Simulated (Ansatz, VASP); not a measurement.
## H2W2CO2 (W2C(OH)2 MXene monolayer): VASP beside Ansatz

Aim: how closely do two programs agree when they are given the same cell, functional and k mesh? The cell is taken from a series of runs on this material, whose earlier steps may have relaxed, scaled, displaced or heated it; both programs get it as it stands.

Method: plane waves, with VASP 6.6.1 beside it; single point at PBE with D3(BJ), in Ansatz 0.2.0.

## 1. Set-up

The cell holds 7 atoms: 2 H, 2 O, 2 W and 1 C. Cell: a = 2.886 Å, b = 2.886 Å, c = 25.658 Å, α = 90.0°, β = 90.0°, γ = 120.0°. Vacuum lies along c.

## 2. VASP: single point, PBE with D3(BJ)

With cell and atoms fixed, the geometry can't cause a difference; cores, projectors, grids and the points listed under the comparison can.

Lines of VASP's logs that name or quote its potential files are left out, and so is its time.

The input, INCAR:

```
SYSTEM = H2W2CO2
PREC = Accurate
ENCUT = 520
EDIFF = 1E-06
NELM = 120
ISMEAR = -1
SIGMA = 0.02585
LREAL = .FALSE.
ALGO = Normal
GGA = PE
IVDW = 12
NBANDS = 22
LASPH = .TRUE.
LORBIT = 11
LWAVE = .FALSE.
LCHARG = .FALSE.
ISIF = 2
LDIPOL = .TRUE.
IDIPOL = 3
DIPOL = 0.5 0.5 0.5
LVHAR = .TRUE.
GGA_COMPAT = .FALSE.
NELMDL = -8
KPAR = 2
```

The input, POSCAR:

```
H2W2CO2
1.0
    2.8860142455      0.0000000000      0.0000000000
   -1.4430071228      2.4993616523      0.0000000000
    0.0000000000      0.0000000000     25.6583724981
H O W C
2 2 2 1
Direct
    0.3333333333      0.6666666667      0.3507626994
    0.6666666667      0.3333333333      0.6492373006
    0.3333333333      0.6666666667      0.3891650055
    0.6666666667      0.3333333333      0.6108349945
    0.6666666667      0.3333333333      0.4470512458
    0.3333333333      0.6666666667      0.5529487542
    0.0000000000      0.0000000000      0.5000000000
```

The input, KPOINTS:

```
Automatic mesh
0
Gamma
18 18 1
0 0 0
```

The projector-augmented-wave data sets are H, O, W and C (PBE family, release 64).

Command:

```console
$ mpirun -np 2 vasp_std
```

Numbers of over 12 decimals in the logs are rounded to 6 here.

Output:

```text
[banner, memory and clock lines left out]
running    2 mpi-ranks, on    1 nodes
 distrk:  each k-point on    1 cores,    2 groups
 distr:  one band on    1 cores,    1 groups

 POSCAR found type information on POSCAR H O W C
 POSCAR found :  4 types and       7 ions
 LDA part: xc-table for (Slater+PW92), standard interpolation
 POSCAR, INCAR and KPOINTS ok, starting setup
 FFT: planning ... GRIDC
 FFT: planning ... GRID_SOFT
 FFT: planning ... GRID
 WAVECAR not read
 entering main loop
       N       E                     dE             d eps       ncg     rms          rms(c)
DAV:   1     0.229035779351E+03    0.22904E+03   -0.12371E+04  1628   0.109E+03
DAV:   2    -0.327584873794E+02   -0.26179E+03   -0.24859E+03  2360   0.279E+02
DAV:   3    -0.617761026061E+02   -0.29018E+02   -0.28221E+02  2076   0.982E+01
DAV:   4    -0.627068646252E+02   -0.93076E+00   -0.90256E+00  2282   0.186E+01
DAV:   5    -0.627281088839E+02   -0.21244E-01   -0.21109E-01  2196   0.238E+00
DAV:   6    -0.627286391957E+02   -0.53031E-03   -0.53022E-03  2292   0.369E-01
DAV:   7    -0.627286607831E+02   -0.21587E-04   -0.21587E-04  2264   0.598E-02
DAV:   8    -0.627286615197E+02   -0.73667E-06   -0.73652E-06  2202   0.105E-02    0.434E+01
DAV:   9    -0.549336339066E+02    0.77950E+01   -0.39812E+01  2000   0.347E+01    0.158E+01
DAV:  10    -0.545461600269E+02    0.38747E+00   -0.21766E+00  2180   0.116E+01    0.901E+00
DAV:  11    -0.544818230126E+02    0.64337E-01   -0.31187E-01  2244   0.389E+00    0.154E+00
DAV:  12    -0.544668424187E+02    0.14981E-01   -0.19606E-01  2270   0.219E+00    0.374E-01
DAV:  13    -0.544570925962E+02    0.97498E-02   -0.16109E-02  2306   0.995E-01    0.179E-01
DAV:  14    -0.544568337460E+02    0.25885E-03   -0.22746E-03  2138   0.306E-01    0.664E-02
DAV:  15    -0.544569462543E+02   -0.11251E-03   -0.32716E-04  2236   0.156E-01    0.369E-02
DAV:  16    -0.544569151273E+02    0.31127E-04   -0.21841E-04  2356   0.848E-02    0.189E-02
DAV:  17    -0.544570259998E+02   -0.11087E-03   -0.11326E-04  1980   0.479E-02    0.146E-02
DAV:  18    -0.544570694424E+02   -0.43443E-04   -0.59820E-05  2166   0.237E-02    0.880E-03
DAV:  19    -0.544570771689E+02   -0.77265E-05   -0.40429E-05  2216   0.179E-02    0.547E-03
DAV:  20    -0.544570806503E+02   -0.34814E-05   -0.83302E-06  1870   0.105E-02    0.524E-03
DAV:  21    -0.544570820049E+02   -0.13546E-05   -0.18551E-06  1632   0.718E-03    0.217E-03
DAV:  22    -0.544570857756E+02   -0.37707E-05   -0.11138E-06  1598   0.343E-03    0.902E-04
DAV:  23    -0.544570874657E+02   -0.16901E-05   -0.72152E-07  1558   0.254E-03    0.262E-04
DAV:  24    -0.544570877378E+02   -0.27207E-06   -0.95496E-08  1396   0.137E-03
   1 F= -.55876207E+02 E0= -.55871848E+02  d E =-.871748E-02
```

Parts of OUTCAR (step 2):

```text
ion  position               nearest neighbor table
   1  0.333  0.667  0.351-   3 0.99
   2  0.667  0.333  0.649-   4 0.99
   3  0.333  0.667  0.389-   1 0.99   5 2.23   5 2.23   5 2.23
   4  0.667  0.333  0.611-   2 0.99   6 2.23   6 2.23   6 2.23
   5  0.667  0.333  0.447-   7 2.15   7 2.15   7 2.15   3 2.23   3 2.23   3 2.23   6 3.19   6 3.19
                             6 3.19
   6  0.333  0.667  0.553-   7 2.15   7 2.15   7 2.15   4 2.23   4 2.23   4 2.23   5 3.19   5 3.19
                             5 3.19
   7  0.000  0.000  0.500-   5 2.15   6 2.15   5 2.15   6 2.15   5 2.15   6 2.15

  LATTYP: Found a hexagonal cell.
 ALAT       =     2.8860142455
 C/A-ratio  =     8.8905910766

 Subroutine GETGRP returns: Found 12 space group operations
 (whereof 12 operations were pure point group operations)

The static configuration has the point symmetry D_3d.

 Found     37 irreducible k-points:

   k-points           NKPTS =     37   k-points in BZ     NKDIM =     37   number of bands    NBANDS=     22

   dimension x,y,z NGX =    24 NGY =   24 NGZ =  192
   dimension x,y,z NGXF=    48 NGYF=   48 NGZF=  384

   ENCUT  =  520.0 eV  38.22 Ry    6.18 a.u.   5.37  5.37 47.71*2*pi/ulx,y,z

   NELECT =      30.0000    total number of electrons

 k-points in reciprocal lattice and weights: Automatic mesh
   0.00000000  0.00000000  0.00000000       0.003
   0.05555556  0.00000000  0.00000000       0.019
   0.11111111  0.00000000  0.00000000       0.019
   0.16666667  0.00000000  0.00000000       0.019
   0.22222222 -0.00000000  0.00000000       0.019
   0.27777778 -0.00000000  0.00000000       0.019
   0.33333333 -0.00000000  0.00000000       0.019
   0.38888889  0.00000000  0.00000000       0.019
   0.44444444 -0.00000000  0.00000000       0.019
[...]
0.33333333  0.27777778  0.00000000       0.037
   0.33333333  0.33333333  0.00000000       0.006

 dipolmoment           0.000000      0.000000     -0.000000 electrons x Angstroem

 average (electrostatic) potential at core
       1 -41.1231       2 -41.1231       3 -77.4416       4 -77.4416       5 -46.0800
       6 -46.0800       7 -54.6986

 E-fermi :   0.8340

 k-point     1 :       0.0000    0.0000    0.0000
  band No.  band energies     occupation
    ...
     13      -2.3550      2.00000
     14      -0.6345      2.00000
     15      -0.6345      2.00000
     16       0.8025      1.54453
     17       0.8032      1.53491
     18       1.1744      0.00000
     19       1.1984      0.00000
     20       1.1984      0.00000
     21       1.6859      0.00000
     22       1.6859      0.00000

 k-point     2 :       0.0556    0.0000    0.0000
  band No.  band energies     occupation
    ...
     12      -2.5470      2.00000
     13      -2.4223      2.00000
     14      -0.7614      2.00000
     15      -0.5471      2.00000
     16       0.7564      1.90535
     17       0.8668      0.43886
     18       1.1369      0.00002
     19       1.1877      0.00000
     20       1.2137      0.00000
     21       1.7574      0.00000
    ...

 k-point     3 :       0.1111    0.0000    0.0000
  band No.  band energies     occupation
    ...
     12      -2.7598      2.00000
     13      -2.5807      2.00000
     14      -1.0670      2.00000
     15      -0.2936      2.00000
     16       0.5562      1.99996
     17       0.8782      0.30611
     18       1.2626      0.00000
     19       1.2859      0.00000
     20       1.3365      0.00000
     21       1.9314      0.00000
    ...

 Edisp (eV)   -1.41912

  Total      -0.20115    -0.20115    -0.47566     0.00000     0.00000    -0.00000
  in kB      -1.74130    -1.74130    -4.11762     0.00000     0.00000    -0.00000
  external pressure =       -2.53 kB  Pullay stress =        0.00 kB

  energy-cutoff  :      520.00
  volume of cell :      185.08
      direct lattice vectors                 reciprocal lattice vectors
     2.886014246  0.000000000  0.000000000     0.346498636  0.200051081  0.000000000
    -1.443007123  2.499361652  0.000000000     0.000000000  0.400102162  0.000000000
     0.000000000  0.000000000 25.658372498     0.000000000  0.000000000  0.038973633

 POSITION                                       TOTAL-FORCE (eV/Angst)
 -----------------------------------------------------------------------------------
     -0.00000      1.66624      9.00000        -0.000000     -0.000000     -0.088446
      1.44301      0.83312     16.65837         0.000000      0.000000      0.088446
     -0.00000      1.66624      9.98534         0.000000      0.000000      0.171643
      1.44301      0.83312     15.67303        -0.000000     -0.000000     -0.171643
      1.44301      0.83312     11.47061         0.000000      0.000000      0.027703
     -0.00000      1.66624     14.18777         0.000000     -0.000000     -0.027703
      0.00000      0.00000     12.82919         0.000000      0.000000      0.000000
 -----------------------------------------------------------------------------------
    total drift:                                0.000000      0.000000     -0.000000

  FREE ENERGIE OF THE ION-ELECTRON SYSTEM (eV)
  ---------------------------------------------------
  free  energy   TOTEN  =       -55.8762070073 eV

  energy  without entropy=      -55.8674895240  energy(sigma->0) =      -55.87184827

 vacuum level on the upper side and lower side of the slab         3.322         3.322

 total charge
# of ion       s       p       d       tot
------------------------------------------
    1        0.598   0.114   0.000   0.711
    2        0.598   0.114   0.000   0.711
    3        1.555   3.554   0.000   5.109
    4        1.555   3.554   0.000   5.109
    5        0.549   0.668   4.314   5.531
    6        0.549   0.668   4.314   5.531
    7        0.857   1.625   0.000   2.482
--------------------------------------------------
tot          6.262  10.296   8.628  25.185

[... 3 further parts left out ...]
```

## 3. Ansatz: single point, PBE with D3(BJ)

Ansatz runs on its default PAW (the set named soft_2) files.

The same cell, functional, mesh and smearing now go to Ansatz, which takes its cutoff from its data sets.

The input, input.yaml:

```yaml
crystal:
  lattice:
    - [2.8860142455, 0.0, 0.0]
    - [-1.4430071228, 2.4993616523, 0.0]
    - [0.0, 0.0, 25.6583724981]
  atoms:
    - { symbol: H, position: [0.3333333333, 0.6666666667, 0.3507626994] }
    - { symbol: O, position: [0.3333333333, 0.6666666667, 0.3891650055] }
    - { symbol: W, position: [0.6666666667, 0.3333333333, 0.4470512458] }
    - { symbol: C, position: [0.0, 0.0, 0.5] }
    - { symbol: W, position: [0.3333333333, 0.6666666667, 0.5529487542] }
    - { symbol: O, position: [0.6666666667, 0.3333333333, 0.6108349945] }
    - { symbol: H, position: [0.6666666667, 0.3333333333, 0.6492373006] }
kpoints:
  mp_grid: { grid: [18, 18, 1] }
  band_path:
    path: [[0, 0, 0], [0.5, 0, 0], [0.33333333, 0.33333333, 0], [0, 0, 0]]
    npoints: 16
hamiltonian:
  xc: pbe
  dispersion: d3bj
scf:
  occupations: { method: fermi_dirac, width: 0.02585 }
  convergence: { dr2_threshold: 1.0e-10 }
efield:
  axis: 3
  dipole_correction: true
  ramp_position: 0.97
  ramp_width: 0.06
  amplitude: 0
output:
  dos: { projected: true, e_range: [-6, 5] }
  write_potential: true
  write_density: true
  volumetric_format: npy
  elf: true
```

Command:

```console
$ ansatz run input.yaml --threads 2 --pin off --max-ram 3072MiB --backend cpu --events-out ev --progress --plain --runs-dir out
```

Output:

```text
Engine: ansatz 0.2.0, aarch64-unknown-linux-gnu
Pseudopotentials: kind: paw
Pseudopotential: H, paw, valence charge 1, recommended cutoff 420 eV (normal), H.paw.azcp
Pseudopotential: O, paw, valence charge 6, recommended cutoff 420 eV (normal), O.paw.azcp
Pseudopotential: W, paw, valence charge 14, recommended cutoff 420 eV (normal), W.paw.azcp
Pseudopotential: C, paw, valence charge 4, recommended cutoff 420 eV (normal), C.paw.azcp
Functional definition: PBE
  parameter kappa = 0.804
  parameter beta = 0.066725
  exchange = pbe_x(kappa = kappa, mu = beta*pi^2/3)
  correlation = pbe_c(beta = beta)
Crystal: 7 atoms, lattice volume = 185.079 Å³
Basis set: ecut = 420 eV, 3613 PW (Γ)
Bands: 30, of which v1, the nominal top of the filled ones, is band 23 counted from 1 (22 counted from 0)
Symmetry: 6 space group operations
k-points: 37 of 324 (time reversal used)
Non-local potential: H, projectors of the file, l = 0: 2, l = 1: 1
Non-local potential: O, projectors of the file, l = 0: 2, l = 1: 2, l = 2: 1
Non-local potential: W, projectors of the file, l = 0: 3, l = 1: 2, l = 2: 2, l = 3: 1
Non-local potential: C, projectors of the file, l = 0: 2, l = 1: 2, l = 2: 1
PAW form: soft (Blöchl's): semilocal exchange-correlation on the pseudo side does not see the compensation charge
PAW one-centre angular grid: H, 110 points (default); XC on 64 Gauss nodes
PAW one-centre angular grid: O, 110 points (default); XC on 64 Gauss nodes
PAW one-centre angular grid: W, 590 points (default); XC on 64 Gauss nodes
PAW one-centre angular grid: C, 110 points (default); XC on 64 Gauss nodes
Initial density: superposition of atomic densities (neutral atoms: chi_scale 0, normalization atom), corrected by the library's trained network
Initial wavefunctions: pseudopotential atomic-orbital guess
Functional: x = pbe(κ = 0.804, μ = 0.219515), c = pbe(β = 0.066725)
SCF iter   1: F=—  HF=-22186.230989 eV  |F-HF|=—  |Δ(HF+E_count)|=         —  Δρ=9.09e-3  dr2=7.50e-1  ethr=1.77e-3  p=0.000 e·Å  D=3.78e-14 V/Å  ΔV_dip=-0.00 eV  dr2_dipole=2.74e-7  V_vac-E_F(+/−)=1.63/1.63 eV  ⟨swp⟩=7.9  Hψ=5557  notcnv=0  defer=4
efield: sawtooth ramp at fractional position 0.9700 (set: `efield.ramp_position`, or a place that a band, a saddle search or an elastic batch's reference lends), width 0.0600; the density the first Hamiltonian is built on has a dipole p = 0.000 e·Å; the dipole correction subtracts the counter field D = 3.78e-14 V/Å, which shifts the + side's vacuum level by -0.00 eV against the − side's; the planar-averaged density in the ramp window peaks in size at 2.4e-5 e/Å³
preconditioner: auto → LDOS  [metal: Δε(μ)=0.051 eV  Ē_g=10.609 eV  σ=0.026 eV  W_gap=0.46  n_scr=16 (ndim 8)  ℏωp=14.9 eV  f_vac=0.634  D(μ)=2.94/eV (n_scr^D=12)  β→1.0]
SCF iter   2: F=—  HF=-22186.165614 eV  |F-HF|=—  |Δ(HF+E_count)|=   6.54e-2  Δρ=3.97e-3  dr2=1.03e-1  ethr=1.63e-3  p=-0.000 e·Å  D=-3.21e-6 V/Å  ΔV_dip=0.00 eV  dr2_dipole=6.76e-7  V_vac-E_F(+/−)=2.13/2.13 eV  ⟨swp⟩=2.3  Hψ=1934  notcnv=0  defer=39
SCF iter   3: F=—  HF=-22186.157173 eV  |F-HF|=—  |Δ(HF+E_count)|=   8.44e-3  Δρ=1.97e-3  dr2=2.76e-2  ethr=2.24e-4  p=-0.000 e·Å  D=-9.44e-6 V/Å  ΔV_dip=0.00 eV  dr2_dipole=7.46e-10  V_vac-E_F(+/−)=2.29/2.29 eV  ⟨swp⟩=2.3  Hψ=1784  notcnv=0  defer=39
SCF iter   4: F=—  HF=-22186.154333 eV  |F-HF|=—  |Δ(HF+E_count)|=   2.84e-3  Δρ=5.07e-4  dr2=1.10e-3  ethr=5.99e-5  p=-0.000 e·Å  D=-8.94e-6 V/Å  ΔV_dip=0.00 eV  dr2_dipole=1.22e-8  V_vac-E_F(+/−)=2.42/2.42 eV  ⟨swp⟩=2.2  Hψ=1750  notcnv=0  defer=39
SCF iter   5: F=—  HF=-22186.154266 eV  |F-HF|=—  |Δ(HF+E_count)|=   6.73e-5  Δρ=1.15e-4  dr2=8.25e-5  ethr=2.38e-6  p=-0.000 e·Å  D=-5.03e-6 V/Å  ΔV_dip=0.00 eV  dr2_dipole=8.61e-10  V_vac-E_F(+/−)=2.45/2.45 eV  ⟨swp⟩=2.3  Hψ=1747  notcnv=0  defer=39
SCF iter   6: F=—  HF=-22186.154312 eV  |F-HF|=—  |Δ(HF+E_count)|=   4.64e-5  Δρ=4.39e-5  dr2=3.05e-5  ethr=1.79e-7  p=-0.000 e·Å  D=-2.77e-6 V/Å  ΔV_dip=0.00 eV  dr2_dipole=7.52e-10  V_vac-E_F(+/−)=2.47/2.47 eV  ⟨swp⟩=2.2  Hψ=1593  notcnv=0  defer=39
SCF iter   7: F=—  HF=-22186.154317 eV  |F-HF|=—  |Δ(HF+E_count)|=   4.82e-6  Δρ=2.09e-5  dr2=4.09e-6  ethr=6.64e-8  p=-0.000 e·Å  D=-5.82e-7 V/Å  ΔV_dip=0.00 eV  dr2_dipole=3.53e-12  V_vac-E_F(+/−)=2.50/2.50 eV  ⟨swp⟩=2.3  Hψ=1428  notcnv=0  defer=39
SCF iter   8: F=—  HF=-22186.154363 eV  |F-HF|=—  |Δ(HF+E_count)|=   4.61e-5  Δρ=7.72e-6  dr2=4.67e-7  ethr=8.89e-9  p=-0.000 e·Å  D=-1.62e-7 V/Å  ΔV_dip=0.00 eV  dr2_dipole=2.33e-13  V_vac-E_F(+/−)=2.50/2.50 eV  ⟨swp⟩=2.1  Hψ=1552  notcnv=0  defer=39
SCF iter   9: F=—  HF=-22186.154364 eV  |F-HF|=—  |Δ(HF+E_count)|=   6.32e-8  Δρ=2.03e-6  dr2=9.49e-8  ethr=1.02e-9  p=-0.000 e·Å  D=-3.03e-8 V/Å  ΔV_dip=0.00 eV  dr2_dipole=2.24e-12  V_vac-E_F(+/−)=2.50/2.50 eV  ⟨swp⟩=2.0  Hψ=1335  notcnv=0  defer=39
SCF iter  10: F=—  HF=-22186.154364 eV  |F-HF|=—  |Δ(HF+E_count)|=   1.47e-8  Δρ=7.02e-7  dr2=4.14e-9  ethr=2.06e-10  p=-0.000 e·Å  D=-9.36e-9 V/Å  ΔV_dip=0.00 eV  dr2_dipole=8.09e-13  V_vac-E_F(+/−)=2.50/2.50 eV  ⟨swp⟩=1.7  Hψ=1194  notcnv=0  defer=39
SCF iter  11: F=—  HF=-22186.154364 eV  |F-HF|=—  |Δ(HF+E_count)|=   1.22e-9  Δρ=1.79e-7  dr2=1.08e-10  ethr=8.99e-12  p=-0.000 e·Å  D=-4.78e-9 V/Å  ΔV_dip=0.00 eV  dr2_dipole=3.27e-15  V_vac-E_F(+/−)=2.50/2.50 eV  ⟨swp⟩=2.3  Hψ=1611  notcnv=0  defer=39
SCF iter  12: F=-22186.154364 eV  HF=-22186.154364 eV  |F-HF|=6.18e-11  |Δ(HF+E_count)|=  8.00e-11  Δρ=3.12e-8  dr2=3.24e-12  ethr=1.00e-12  p=-0.000 e·Å  D=-1.02e-10 V/Å  ΔV_dip=0.00 eV  dr2_dipole=7.81e-15  V_vac-E_F(+/−)=2.50/2.50 eV  ⟨swp⟩=10.2  Hψ=3241  notcnv=0
SCF 1 converged in 12 iterations: F = -22186.154364 eV  dr2 = 3.24e-12
  greatest PAW one-centre occupation: 0.999 electrons in one spin orbital (limit 2), on the W atom at site 2 (counted from 0), in its partial waves of l = 0
NSCF: frozen V_eff on 49 k-points
efield: sawtooth ramp at fractional position 0.9700 (kept from the solve that this one continues, or follows in the run), width 0.0600; the density the first Hamiltonian is built on has a dipole p = -0.000 e·Å; the dipole correction subtracts the counter field D = -1.02e-10 V/Å, which shifts the + side's vacuum level by +0.00 eV against the − side's; the planar-averaged density in the ramp window peaks in size at 6.8e-6 e/Å³
WARN: The output density's exchange-correlation potential varies sharply where the density is thin. Do not read a vacuum level from v_tot or v_xc, or from such a field of the output density. On a cell that repeats whose density bears no net charge and no dipole along the vacuum's axis use v_es (v_loc + v_h of the components); under efield.dipole_correction with no amplitude use v_es + v_field, which holds any externa [...]
SCF converged after 12 iterations
Free energy (F): -22186.154364 eV
Harris-Foulkes:  -22186.154364 eV  (|F-HF|=6.18e-11)
Internal energy: -22186.145622 eV  (E = F + TS)
E sigma→0 (E₀):  -22186.149993 eV
Entropy (-TS):   -0.008741 eV (-1.249 meV/atom)
Fermi energy:    3.760653 eV
Dipole field:    D = -0.000000 V/Å  (p = -0.000000 e·Å, saw-weighted, corrected)
Work function:   Φ+ = 2.5013 eV   Φ− = 2.5013 eV
Levels:          The Fermi level and band energies are counted from a zero that moves with the ramp; work functions are not
--- Per-component energies (eV) ---
  E_band       = -855.720100
  E_kinetic    = 1374.241562
  E_local      = -62384.162501  (includes V_loc(G=0)·N_el)
  E_nonlocal   = 128.542825
  E_hartree    = 30552.328173
  E_xc         = -747.012397
  E_vxc        = -748.217342  (∫ρ·V_xc dr)
  E_paw        = -17542.472916  (= ΣΔE_a)
  E_vpaw       = -330.783043  (= ΣTr[D̂ρ^β])
  E_aug_tail   = 0.002488  (compensation charges beyond the density's cutoff)
  E_efield     = 0.000000  (sawtooth field / dipole correction)
  E_vefield    = 0.000000  (∫n·V_field dr)
  E_ewald      = 26433.806408
  E_disp       = -1.419264  (pairwise vdW)
  E_smearing   = -0.008741  (= −TS)
  E_closure    = -0.000000  (closes the sum)
  Σ components = -22186.154364   (vs F -22186.154364, Δ=0.00e0)
--- Band table (eV; the first three rows and the last of 37) ---
  k-point 0: bands = [... 19 lower, 0.5293, 0.5293, 2.2995, 2.2995, 3.7227, 3.7249, 4.0816, 4.1410, ... 3 higher]
  k-point 1: bands = [... 19 lower, 0.3411, 0.4642, 2.1683, 2.3866, 3.6791, 3.7902, 4.0685, 4.1091, ... 3 higher]
  k-point 2: bands = [... 19 lower, 0.1525, 0.3103, 1.8554, 2.6403, 3.4827, 3.8102, 4.1799, 4.2257, ... 3 higher]
  k-point 36: bands = [... 19 lower, -2.1793, 2.6978, 3.5297, 3.5297, 3.9338, 5.1511, 5.1511, 6.9702, ... 3 higher]
```

## 4. Comparison

Known differences besides the potentials themselves: the data sets hold 46 valence electrons in Ansatz (on its default PAW (the set named soft_2) files) and 30 in VASP; the cutoff is 420 eV in Ansatz and 520 eV in VASP. Total energies have different zeros and are not compared.

The two programs side by side:

| quantity | Ansatz | VASP | difference |
| --- | --- | --- | --- |
| work function, lower of the two faces (eV) | 2.50 | 2.49 | +0.01 |
| work function, higher of the two faces (eV) | 2.50 | 2.49 | +0.01 |

With vacuum in the cell, a pressure given here is an average over mostly empty space and none of the material.

## 5. Summary of results

```json
{"difference in work function, lower of the two faces (single point, PBE with D3(BJ))": "0.013 eV"}
```

In words: The difference in work function, lower of the two faces is 0.013 eV (single point, PBE with D3(BJ)). The data sets hold unlike numbers of valence electrons (46 in Ansatz and 30 in VASP), so part of the differences comes from the potentials. Such differences can come from data sets, numerical settings and the points named under the comparisons, not from the functional's error against experiment.

[Lines on the potential files, build, host, timing and source positions are cut from VASP's logs without a mark.]

[Logs are printed without paths, hosts, clocks, repeated set-up lines and the standing remarks that a program may print on its own settings, such as how far it seeks lower states.]

[Hosts, paths, dates, database ids (printed as entryN), source tags and the programs' standing remarks are cut or masked in the printed files.]
